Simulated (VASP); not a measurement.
These are TPSS meta-GGA, VASP's PBE PAW potentials (set 64) (plane waves; VASP) values and carry that method's errors.

A VASP calculation is set up with these files.

KPOINTS:
```
Regular mesh
0
G
7 7 7
0 0 0
```

### POSCAR
```
NaI
1.0
  0.0000000000   3.2350000000   3.2350000000
  3.2350000000   0.0000000000   3.2350000000
  3.2350000000   3.2350000000   0.0000000000
Na I
1 1
direct
  0.0000000000   0.0000000000   0.0000000000
  0.5000000000   0.5000000000   0.5000000000
```

**INCAR**
```
SYSTEM  =  NaI
PREC  =  Accurate; ENCUT  =  520; LREAL  =  .FALSE.
LASPH  =  .TRUE.
EDIFF  =  1E-6; NELM  =  100; ALGO  =  Normal
LMAXMIX  =  4; LMIXTAU  =  .TRUE.
ISMEAR  =  0; SIGMA  =  0.05
METAGGA  =  TPSS
IBRION  =  2; NSW  =  60; ISIF  =  3
EDIFFG  =  -0.01
LWAVE  =  .FALSE.; LCHARG  =  .FALSE.
```

POTCAR, in this order: Na_pv I (PBE.64 set). Program: vasp_std.

What VASP printed:

File OSZICAR:
```
...
       N       E                     dE             d eps       ncg     rms          rms(c)
DAV:   1    -0.169080419954E+02   -0.62871E-03   -0.68039E-03   491   0.124E+00    0.101E-01
DAV:   2    -0.169078440524E+02    0.19794E-03   -0.29841E-04   491   0.186E-01    0.501E-02
DAV:   3    -0.169077762521E+02    0.67800E-04   -0.13541E-04   494   0.140E-01    0.218E-02
DAV:   4    -0.169077756583E+02    0.59377E-06   -0.44729E-06   470   0.297E-02
   6 F= -.16907776E+02 E0= -.16907776E+02  d E =-.654496E-02
       N       E                     dE             d eps       ncg     rms          rms(c)
DAV:   1    -0.169080031049E+02   -0.22685E-03   -0.18423E-03   497   0.631E-01    0.543E-02
DAV:   2    -0.169079562258E+02    0.46879E-04   -0.12738E-04   470   0.104E-01    0.271E-02
DAV:   3    -0.169079339520E+02    0.22274E-04   -0.35653E-05   476   0.890E-02    0.983E-03
DAV:   4    -0.169079405703E+02   -0.66183E-05   -0.77047E-06   446   0.312E-02    0.805E-03
DAV:   5    -0.169079351062E+02    0.54641E-05   -0.25550E-06   443   0.150E-02    0.169E-03
DAV:   6    -0.169079381507E+02   -0.30445E-05   -0.13378E-06   446   0.134E-02    0.674E-04
DAV:   7    -0.169079382972E+02   -0.14650E-06   -0.24747E-07   229   0.743E-03
   7 F= -.16907938E+02 E0= -.16907938E+02  d E =-.670760E-02
       N       E                     dE             d eps       ncg     rms          rms(c)
DAV:   1    -0.169080370201E+02   -0.98869E-04   -0.42664E-04   497   0.310E-01    0.252E-02
DAV:   2    -0.169080269449E+02    0.10075E-04   -0.18599E-05   488   0.462E-02    0.125E-02
DAV:   3    -0.169080214586E+02    0.54863E-05   -0.84738E-06   494   0.350E-02    0.547E-03
DAV:   4    -0.169080210361E+02    0.42242E-06   -0.24115E-07   226   0.742E-03
   8 F= -.16908021E+02 E0= -.16908021E+02  d E =-.679034E-02
       N       E                     dE             d eps       ncg     rms          rms(c)
DAV:   1    -0.169080637123E+02   -0.42254E-04   -0.11130E-04   500   0.156E-01    0.130E-02
DAV:   2    -0.169080622240E+02    0.14882E-05   -0.68696E-06   461   0.242E-02    0.648E-03
DAV:   3    -0.169080604427E+02    0.17814E-05   -0.20910E-06   350   0.211E-02    0.208E-03
DAV:   4    -0.169080605181E+02   -0.75444E-07   -0.42995E-07   229   0.787E-03
   9 F= -.16908061E+02 E0= -.16908061E+02  d E =-.682982E-02
       N       E                     dE             d eps       ncg     rms          rms(c)
DAV:   1    -0.169080811727E+02   -0.20730E-04   -0.26126E-05   473   0.760E-02    0.620E-03
DAV:   2    -0.169080811021E+02    0.70663E-07   -0.12256E-06   232   0.108E-02
  10 F= -.16908081E+02 E0= -.16908081E+02  d E =-.685041E-02
       N       E                     dE             d eps       ncg     rms          rms(c)
DAV:   1    -0.169080905032E+02   -0.93305E-05   -0.34945E-06   386   0.298E-02    0.341E-03
DAV:   2    -0.169080905830E+02   -0.79768E-07   -0.32662E-07   229   0.507E-03
  11 F= -.16908091E+02 E0= -.16908091E+02  d E =-.685989E-02
       N       E                     dE             d eps       ncg     rms          rms(c)
DAV:   1    -0.169080950185E+02   -0.45153E-05   -0.87880E-07   226   0.148E-02    0.204E-03
DAV:   2    -0.169080951723E+02   -0.15382E-06   -0.13536E-07   229   0.389E-03
  12 F= -.16908095E+02 E0= -.16908095E+02  d E =-.686448E-02
       N       E                     dE             d eps       ncg     rms          rms(c)
DAV:   1    -0.169080973157E+02   -0.22972E-05   -0.19153E-07   226   0.655E-03    0.988E-04
DAV:   2    -0.169080974660E+02   -0.15025E-06   -0.65448E-08   229   0.342E-03
  13 F= -.16908097E+02 E0= -.16908097E+02  d E =-.686677E-02
       N       E                     dE             d eps       ncg     rms          rms(c)
DAV:   1    -0.169080985225E+02   -0.12068E-05   -0.41780E-08   226   0.254E-03    0.491E-04
DAV:   2    -0.169080986272E+02   -0.10470E-06   -0.34554E-08   229   0.295E-03
  14 F= -.16908099E+02 E0= -.16908099E+02  d E =-.686793E-02
       N       E                     dE             d eps       ncg     rms          rms(c)
DAV:   1    -0.169080991592E+02   -0.63665E-06   -0.16085E-08   229   0.151E-03    0.253E-04
DAV:   2    -0.169080992120E+02   -0.52822E-07   -0.18236E-08   229   0.235E-03
  15 F= -.16908099E+02 E0= -.16908099E+02  d E =-.686852E-02
       N       E                     dE             d eps       ncg     rms          rms(c)
DAV:   1    -0.169080994925E+02   -0.33332E-06   -0.50261E-09   226   0.859E-04    0.144E-04
DAV:   2    -0.169080995067E+02   -0.14217E-07   -0.46952E-09   229   0.125E-03
  16 F= -.16908100E+02 E0= -.16908100E+02  d E =-.686881E-02
       N       E                     dE             d eps       ncg     rms          rms(c)
DAV:   1    -0.169080996376E+02   -0.14508E-06   -0.18922E-09   223   0.634E-04    0.679E-05
DAV:   2    -0.169080996455E+02   -0.79096E-08   -0.23005E-09   229   0.895E-04
  17 F= -.16908100E+02 E0= -.16908100E+02  d E =-.686895E-02
       N       E                     dE             d eps       ncg     rms          rms(c)
DAV:   1    -0.169080997181E+02   -0.80521E-07   -0.39295E-10   226   0.268E-04    0.464E-05
DAV:   2    -0.169080997171E+02    0.97953E-09   -0.16517E-10   229   0.247E-04
  18 F= -.16908100E+02 E0= -.16908100E+02  d E =-.686902E-02
       N       E                     dE             d eps       ncg     rms          rms(c)
DAV:   1    -0.169080997454E+02   -0.27270E-07   -0.16296E-10   226   0.225E-04    0.129E-05
DAV:   2    -0.169080997476E+02   -0.22055E-08   -0.31777E-10   229   0.337E-04
  19 F= -.16908100E+02 E0= -.16908100E+02  d E =-.686905E-02
       N       E                     dE             d eps       ncg     rms          rms(c)
DAV:   1    -0.169150123224E+02   -0.69126E-02   -0.14406E-01   494   0.573E+00    0.466E-01
DAV:   2    -0.169106276768E+02    0.43846E-02   -0.62839E-03   488   0.850E-01    0.231E-01
DAV:   3    -0.169093002372E+02    0.13274E-02   -0.29158E-03   494   0.646E-01    0.100E-01
DAV:   4    -0.169093202048E+02   -0.19968E-04   -0.89294E-05   470   0.135E-01    0.842E-02
DAV:   5    -0.169090631756E+02    0.25703E-03   -0.24477E-04   440   0.154E-01    0.352E-02
DAV:   6    -0.169092721273E+02   -0.20895E-03   -0.18760E-04   440   0.127E-01    0.475E-03
DAV:   7    -0.169092735970E+02   -0.14698E-05   -0.50179E-06   449   0.230E-02    0.744E-03
DAV:   8    -0.169092734212E+02    0.17582E-06   -0.16808E-06   416   0.164E-02
  20 F= -.16909273E+02 E0= -.16909273E+02  d E =-.117367E-02
       N       E                     dE             d eps       ncg     rms          rms(c)
DAV:   1    -0.169273693759E+02   -0.18096E-01   -0.43788E-01   494   0.100E+01    0.809E-01
DAV:   2    -0.169140098975E+02    0.13359E-01   -0.19157E-02   488   0.147E+00    0.402E-01
DAV:   3    -0.169100249573E+02    0.39849E-02   -0.88713E-03   491   0.112E+00    0.174E-01
DAV:   4    -0.169101124808E+02   -0.87523E-04   -0.27088E-04   464   0.235E-01    0.146E-01
DAV:   5    -0.169092416167E+02    0.87086E-03   -0.76780E-04   440   0.271E-01    0.614E-02
DAV:   6    -0.169099909842E+02   -0.74937E-03   -0.58052E-04   440   0.230E-01    0.854E-03
DAV:   7    -0.169099946550E+02   -0.36709E-05   -0.16550E-05   446   0.448E-02    0.127E-02
DAV:   8    -0.169099956698E+02   -0.10148E-05   -0.59361E-06   440   0.312E-02    0.314E-03
DAV:   9    -0.169099941471E+02    0.15227E-05   -0.27835E-06   464   0.249E-02    0.265E-03
DAV:  10    -0.169099970339E+02   -0.28869E-05   -0.43956E-07   232   0.108E-02    0.175E-03
DAV:  11    -0.169099971420E+02   -0.10801E-06   -0.43024E-08   220   0.328E-03
  21 F= -.16909997E+02 E0= -.16909997E+02  d E =-.189739E-02
```

### OUTCAR
```
------------------------ aborting loop because EDIFF is reached ----------------------------------------
  FORCE on cell =-STRESS in cart. coord.  units (eV):
  Direction    XX          YY          ZZ          XY          YZ          ZX
  --------------------------------------------------------------------------------------
  Total       -0.0066656     -0.0066656     -0.0066656      0.0000000      0.0000000      0.0000000
  in kB       -0.1538000     -0.1538000     -0.1538000      0.0000000      0.0000000      0.0000000
  external PRESSURE =      -0.1538000 kB  Pullay stress =       0.0000000 kB
  volume of cell :       69.44
      direct lattice vectors                 reciprocal lattice vectors
    -0.000000000  3.262282013  3.262282013    -0.153266946  0.153266946  0.153266946
     3.262282013  0.000000000  3.262282013     0.153266946 -0.153266946  0.153266946
     3.262282013  3.262282013 -0.000000000     0.153266946  0.153266946 -0.153266946
  FREE ENERGIE OF THE ION-ELECTRON SYSTEM (eV)
  ---------------------------------------------------
  free  energy   TOTEN  =       -16.9099971420 eV

  energy  without entropy=      -16.9099971420  energy(sigma->0) =      -16.90999714

 reached required accuracy - stopping structural energy minimisation
```
(Selected blocks of OUTCAR.)

File CONTCAR:
```
NaI
   1.00000000000000
    -0.0000000000000000    3.2622820128177072    3.2622820128177072
     3.2622820128177072    0.0000000000000000    3.2622820128177072
     3.2622820128177072    3.2622820128177072   -0.0000000000000000
  Na              I
     1     1
Direct
     0.0000000000000000    0.0000000000000000    0.0000000000000000
     0.5000000000000000    0.5000000000000000    0.5000000000000000
```

Energy and stress use the plane-wave basis of the starting cell.

The compound is NaI in the rock salt structure. This run relaxes it. Symmetry was kept, so distortions that lower it aren't found.
